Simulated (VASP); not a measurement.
Here is the system:

```xyz
2
Lattice="0.0000 2.9685 2.9685 2.9685 0.0000 2.9685 2.9685 2.9685 0.0000" Properties=species:S:1:pos:R:3 pbc="T T T"
Cu     0.0000     0.0000     0.0000
I      1.4843     1.4843     1.4843
```

Computed with PBEsol GGA, VASP's PBE PAW potentials (set 64) (plane waves; VASP). Settings: 530 eV cut-off, 7×7×7 Γ-centred mesh, Gaussian smearing of 0.050 eV, potentials Cu I.

Task: Give the elastic stiffness tensor with the ions relaxed (GPa, in the frame of the cell).

Result: 
|  | xx | yy | zz | yz | xz | xy |
|---|---|---|---|---|---|---|
| xx | 63.5 | 44.0 | 44.0 | 0.0 | 0.0 | 0.0 |
| yy | 44.0 | 63.5 | 44.0 | 0.0 | 0.0 | 0.0 |
| zz | 44.0 | 44.0 | 63.5 | 0.0 | 0.0 | 0.0 |
| yz | 0.0 | 0.0 | 0.0 | 23.8 | 0.0 | 0.0 |
| xz | 0.0 | 0.0 | 0.0 | 0.0 | 23.8 | 0.0 |
| xy | 0.0 | 0.0 | 0.0 | 0.0 | 0.0 | 23.8 |

Task: What does the run give for the Hill bulk modulus, Hill shear modulus, Young's modulus, Poisson's ratio?

Result: 
- Hill bulk modulus = 50.5 GPa
- Hill shear modulus = 16.6 GPa
- Young's modulus = 450 kbar
- Poisson's ratio = 0.352

The compound is CuI in the zinc blende structure. It was relaxed first, which changed the volume by -5 %.
